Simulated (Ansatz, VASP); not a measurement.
## AlGaN2 ([0001] superlattice of 1 + 1 bilayers (invented)) in two plane-wave programs

Aim: how closely do two programs agree when they are given the same cell, functional and k mesh? The cell is generated by rule, not measured, and may not be a known phase. The cell is taken from a series of runs on this material, whose earlier steps may have relaxed, scaled, displaced or heated it; both programs get it as it stands.

Method: plane waves, with VASP 6.6.1 beside it; r2SCAN, in Ansatz 0.2.0.

## 1. The starting structure

The structure is trigonal, space group P3m1 (No. 156). The conventional cell has a = 3.143 Å, b = 3.143 Å, c = 5.093 Å, α = 90.00°, β = 90.00°, γ = 120.00°. Ga has 4 N at 1.93 to 1.96 Å nearest. Al has 4 N at 1.89 to 1.90 Å nearest. Nearest to N lie 3 Al at 1.90 Å and 1 Ga at 1.96 Å. N has 1 Al at 1.89 Å and 3 Ga at 1.93 Å nearest. Farther neighbours and most contacts between anions are not listed.

Structure file:

```xyz
4
Lattice="3.1434 0.0000 0.0000 -1.5717 2.7223 0.0000 0.0000 0.0000 5.0926" Properties=species:S:1:pos:R:3 pbc="T T T"
Ga    0.0000    1.8148    5.0888
Al    1.5717    0.9074    2.5324
N     0.0000    1.8148    1.9578
N     1.5717    0.9074    4.4257
```

## 2. VASP: relaxation of cell and atoms, r2SCAN, pair 1

The relaxed volume is the usual yardstick between codes: in a stiff, nearly cubic crystal its relative difference is about their pressure difference at one cell divided by the bulk modulus.

Lines of VASP's logs that name or quote its potential files are left out, and so is its time.

The input, INCAR:

```
SYSTEM = AlGaN2
PREC = Accurate
ENCUT = 660
EDIFF = 1E-07
NELM = 120
ISMEAR = 0
SIGMA = 0.01
LREAL = .FALSE.
ALGO = Normal
METAGGA = R2SCAN
LASPH = .TRUE.
NBANDS = 19
LORBIT = 11
LWAVE = .FALSE.
LCHARG = .FALSE.
ISIF = 3
IBRION = 2
NSW = 80
EDIFFG = -0.005
GGA_COMPAT = .FALSE.
NELMIN = 4
EFERMI = MIDGAP
LMIXTAU = .TRUE.
KPAR = 2
```

The input, POSCAR:

```
AlGaN2
1.0
    3.1434090000      0.0000000000      0.0000000000
   -1.5717040000      2.7222720000      0.0000000000
    0.0000000000      0.0000000000      5.0926400000
Ga Al N
1 1 2
Direct
    0.3333332273      0.6666666667      0.9992518615
    0.6666664546      0.3333333333      0.4972697854
    0.3333332273      0.6666666667      0.3844457884
    0.6666664546      0.3333333333      0.8690323683
```

The input, KPOINTS:

```
Automatic mesh
0
Gamma
9 9 4
0 0 0
```

PAW data sets: Ga_d, Al and N (PBE family, release 64).

Run with:

```
$ mpirun -np 2 vasp_std
```

Numbers of over 12 decimals in the logs are rounded to 6 here.

What it wrote:

```text
[banner, memory and clock lines left out]
running    2 mpi-ranks, on    1 nodes
 distrk:  each k-point on    1 cores,    2 groups
 distr:  one band on    1 cores,    1 groups

 POSCAR found type information on POSCAR GaAlN
 POSCAR found :  3 types and       4 ions
|                                                                             |
|               ----> ADVICE to this user running VASP <----                  |
|                                                                             |
|     You enforced a specific xc type in the INCAR file but a different       |
|     [... a line on the potential file left out ...]
|     I HOPE YOU KNOW WHAT YOU ARE DOING!                                     |
|                                                                             |

 LDA part: xc-table for (None), standard interpolation
 POSCAR, INCAR and KPOINTS ok, starting setup
 FFT: planning ... GRIDC
 FFT: planning ... GRID_SOFT
 FFT: planning ... GRID
 WAVECAR not read
 entering main loop
       N       E                     dE             d eps       ncg     rms          rms(c)
DAV:   1     0.211359567020E+03    0.21136E+03   -0.15381E+04  1660   0.249E+03
DAV:   2    -0.226194843505E+02   -0.23398E+03   -0.22153E+03  1840   0.523E+02
DAV:   3    -0.495060596857E+02   -0.26887E+02   -0.26562E+02  1896   0.148E+02
DAV:   4    -0.504118719937E+02   -0.90581E+00   -0.90341E+00  2231   0.284E+01
DAV:   5    -0.504247549787E+02   -0.12883E-01   -0.12879E-01  1952   0.319E+00    0.115E+01
DAV:   6    -0.419262157029E+02    0.84985E+01   -0.13552E+01  2400   0.540E+01    0.441E+00
DAV:   7    -0.405533292201E+02    0.13729E+01   -0.14498E+00  1797   0.115E+01    0.277E+00
DAV:   8    -0.430846639211E+02   -0.25313E+01   -0.19596E+00  2131   0.138E+01    0.235E+00
DAV:   9    -0.415565100807E+02    0.15282E+01   -0.76787E-01  1936   0.889E+00    0.495E-01
DAV:  10    -0.410938248368E+02    0.46269E+00   -0.21329E-01  1758   0.443E+00    0.238E-01
DAV:  11    -0.410833999064E+02    0.10425E-01   -0.29229E-02  1732   0.193E+00    0.295E-01
DAV:  12    -0.410861054298E+02   -0.27055E-02   -0.40240E-03  2060   0.901E-01    0.202E-01
DAV:  13    -0.411029342213E+02   -0.16829E-01   -0.57369E-03  1709   0.762E-01    0.758E-02
DAV:  14    -0.411032233042E+02   -0.28908E-03   -0.11291E-03  1908   0.351E-01    0.454E-02
[...]
DAV:  19    -0.411035450526E+02   -0.45392E-05   -0.61719E-07  1953   0.149E-02    0.219E-03
DAV:  20    -0.411035419389E+02    0.31137E-05   -0.15390E-06  1747   0.227E-02    0.111E-03
DAV:  21    -0.411035406625E+02    0.12764E-05   -0.33465E-07  1850   0.799E-03    0.799E-04
DAV:  22    -0.411035402652E+02    0.39726E-06   -0.18136E-08   973   0.149E-03    0.428E-04
DAV:  23    -0.411035397953E+02    0.46992E-06   -0.17441E-08   907   0.195E-03    0.313E-04
DAV:  24    -0.411035395150E+02    0.28027E-06   -0.11415E-08   889   0.111E-03    0.147E-04
DAV:  25    -0.411035396640E+02   -0.14893E-06   -0.14313E-09   895   0.549E-04    0.839E-05
DAV:  26    -0.411035396662E+02   -0.22669E-08   -0.41654E-10   874   0.464E-04
   1 F= -.41103540E+02 E0= -.41103540E+02  d E =-.411035E+02
[...]
2 F= -.41103692E+02 E0= -.41103692E+02  d E =-.152286E-03
[...]
3 F= -.41103819E+02 E0= -.41103819E+02  d E =-.279728E-03
[...]
4 F= -.41103819E+02 E0= -.41103819E+02  d E =-.279769E-03
[...]
5 F= -.41103832E+02 E0= -.41103832E+02  d E =-.120724E-04
 trial-energy change:   -0.000012  1 .order   -0.000014   -0.000049    0.000022
 step:   0.6125(harm=  0.6385)  dis= 0.00058  next Energy=   -41.103835 (dE=-0.158E-04)
 bond charge predicted
       N       E                     dE             d eps       ncg     rms          rms(c)
DAV:   1    -0.411038449316E+02   -0.13395E-04   -0.82400E-04  1904   0.357E-01    0.196E-02
DAV:   2    -0.411038356216E+02    0.93100E-05   -0.27909E-05  2276   0.125E-01    0.948E-03
DAV:   3    -0.411038375608E+02   -0.19392E-05   -0.54331E-06  2507   0.570E-02    0.287E-03
DAV:   4    -0.411038321916E+02    0.53693E-05   -0.25192E-06  1724   0.168E-02    0.138E-03
DAV:   5    -0.411038361885E+02   -0.39970E-05   -0.42205E-07  1721   0.795E-03    0.878E-04
DAV:   6    -0.411038350565E+02    0.11320E-05   -0.26799E-08   973   0.193E-03    0.473E-04
DAV:   7    -0.411038362625E+02   -0.12060E-05   -0.12934E-08   868   0.129E-03    0.904E-05
DAV:   8    -0.411038349546E+02    0.13079E-05   -0.78298E-09   838   0.115E-03    0.633E-05
DAV:   9    -0.411038356865E+02   -0.73190E-06   -0.19598E-09   835   0.548E-04    0.382E-05
DAV:  10    -0.411038355350E+02    0.15143E-06   -0.33338E-10   832   0.279E-04    0.173E-05
DAV:  11    -0.411038356215E+02   -0.86421E-07   -0.13315E-10   826   0.180E-04
   6 F= -.41103836E+02 E0= -.41103836E+02  d E =-.161862E-04
 curvature:  -0.33 expect dE=-0.133E-06 dE for cont linesearch -0.288E-07
 trial: gam=-0.03354 g(F)=  0.193E-06 g(S)=  0.205E-06 ort = 0.219E-05 (trialstep = 0.860E+00)
 search vector abs. value=  0.314E-06
 reached required accuracy - stopping structural energy minimisation
```

From OUTCAR (step 2):

```text
ion  position               nearest neighbor table
   1  0.333  0.667  0.999-   4 1.93   4 1.93   4 1.93   3 1.96   2 3.12   2 3.12   2 3.12   2 3.14
                             2 3.14   2 3.14
   2  0.667  0.333  0.497-   4 1.89   3 1.90   3 1.90   3 1.90   1 3.12   1 3.12   1 3.12   1 3.14
                             1 3.14   1 3.14
   3  0.333  0.667  0.384-   2 1.90   2 1.90   2 1.90   1 1.96
   4  0.667  0.333  0.869-   2 1.89   1 1.93   1 1.93   1 1.93

  LATTYP: Found a hexagonal cell.
 ALAT       =     3.1434090000
 C/A-ratio  =     1.6201009795

 Subroutine GETGRP returns: Found  6 space group operations
 (whereof  6 operations were pure point group operations)

The static configuration has the point symmetry C_3v.

 Found     43 irreducible k-points:

   k-points           NKPTS =     43   k-points in BZ     NKDIM =     43   number of bands    NBANDS=     19

   dimension x,y,z NGX =    28 NGY =   28 NGZ =   48
   dimension x,y,z NGXF=    56 NGYF=   56 NGZF=   96

   ENCUT  =  660.0 eV  48.51 Ry    6.96 a.u.   6.58  6.58 10.67*2*pi/ulx,y,z

   NELECT =      26.0000    total number of electrons

 k-points in reciprocal lattice and weights: Automatic mesh
   0.00000000  0.00000000  0.00000000       0.003
   0.11111111  0.00000000  0.00000000       0.019
   0.22222222  0.00000000  0.00000000       0.019
   0.33333333  0.00000000  0.00000000       0.019
   0.44444444  0.00000000  0.00000000       0.019
   0.11111111  0.11111111  0.00000000       0.019
   0.22222222  0.11111111  0.00000000       0.037
   0.33333333  0.11111111  0.00000000       0.037
   0.44444444  0.11111111  0.00000000       0.019
[...]
0.33333333  0.22222222  0.50000000       0.037
   0.33333333  0.33333333  0.50000000       0.006

 average (electrostatic) potential at core
       1 -67.5269       2 -75.3698       3 -63.7453       4 -63.9676

 E-fermi :   7.2224

 k-point     1 :       0.0000    0.0000    0.0000
  band No.  band energies     occupation
    ...
      9       4.3528      2.00000
     10       4.3528      2.00000
     11       5.3943      2.00000
     12       5.5324      2.00000
     13       5.5324      2.00000
     14       8.9124      0.00000
     15      11.7726      0.00000
     16      16.0580      0.00000
     17      16.8404      0.00000
     18      16.8404      0.00000
    ...

 k-point     2 :       0.1111    0.0000    0.0000
  band No.  band energies     occupation
    ...
      9       3.6361      2.00000
     10       4.1692      2.00000
     11       4.6312      2.00000
     12       5.3327      2.00000
     13       5.4168      2.00000
     14       9.6956      0.00000
     15      12.4064      0.00000
     16      15.5164      0.00000
     17      16.1269      0.00000
     18      17.2144      0.00000
    ...

 k-point     3 :       0.2222    0.0000    0.0000
  band No.  band energies     occupation
    ...
      9       2.0897      2.00000
     10       3.1453      2.00000
     11       3.7401      2.00000
     12       4.9973      2.00000
     13       5.1353      2.00000
     14      10.9272      0.00000
     15      13.0266      0.00000
     16      14.4346      0.00000
     17      15.2026      0.00000
     18      17.4871      0.00000
    ...

  Total       -0.0024306     -0.0024306      0.0022709     -0.0000000      0.0000000      0.0000000
  in kB       -0.0891926     -0.0891926      0.0833310     -0.0000000      0.0000000      0.0000000
  external PRESSURE =      -0.0316847 kB  Pullay stress =       0.0000000 kB

  energy-cutoff  :      660.00
  volume of cell :       43.66
      direct lattice vectors                 reciprocal lattice vectors
     3.145254581  0.000000000 -0.000000000     0.317939287  0.183562278  0.000000000
    -1.572626790  2.723870320  0.000000000    -0.000000000  0.367124673 -0.000000000
    -0.000000000  0.000000000  5.096259796     0.000000000 -0.000000000  0.196222336

 POSITION                                       TOTAL-FORCE (eV/Angst)
 -----------------------------------------------------------------------------------
      0.00000      1.81591      5.09278         0.000000     -0.000000      0.001434
      1.57263      0.90796      2.53422         0.000000     -0.000000      0.000338
      0.00000      1.81591      1.96184         0.000000     -0.000000     -0.000516
      1.57263      0.90796      4.42588        -0.000000      0.000000     -0.001255
 -----------------------------------------------------------------------------------
    total drift:                                0.000634      0.000000      0.002188

  FREE ENERGIE OF THE ION-ELECTRON SYSTEM (eV)
  ---------------------------------------------------
  free  energy   TOTEN  =       -41.1038356215 eV

  energy  without entropy=      -41.1038356215  energy(sigma->0) =      -41.10383562

 reached required accuracy - stopping structural energy minimisation

 total charge
# of ion       s       p       d       tot
------------------------------------------
    1        0.756   0.897  10.204  11.857
    2        0.365   0.440   0.000   0.805
    3        1.226   2.619   0.000   3.845
    4        1.229   2.588   0.000   3.817
--------------------------------------------------
tot          3.576   6.544  10.204  20.324

[... 3 further parts left out ...]
```

CONTCAR:

```
AlGaN2
   1.00000000000000
     3.1452545808112577    0.0000000003386364   -0.0000000000000000
    -1.5726267898187976    2.7238703196126255    0.0000000000000000
    -0.0000000000000000    0.0000000000000000    5.0962597959587415
  Ga              Al              N
     1     1     2
Direct
     0.3333332273000025    0.6666666667000030    0.9993163229975964
     0.6666664545999978    0.3333333332999970    0.4972698906830503
     0.3333332273000025    0.6666666667000030    0.3849570812550844
     0.6666664545999978    0.3333333332999970    0.8684565086642668
```

(Part 1 of 3 ends here.)

[Lines on the potential files, build, host, timing and source positions are cut from VASP's logs without a mark.]

[Logs are printed without paths, hosts, clocks, repeated set-up lines and the standing remarks that a program may print on its own settings, such as how far it seeks lower states.]

[Hosts, paths, dates, database ids (printed as entryN), source tags and the programs' standing remarks are cut or masked in the printed files.]
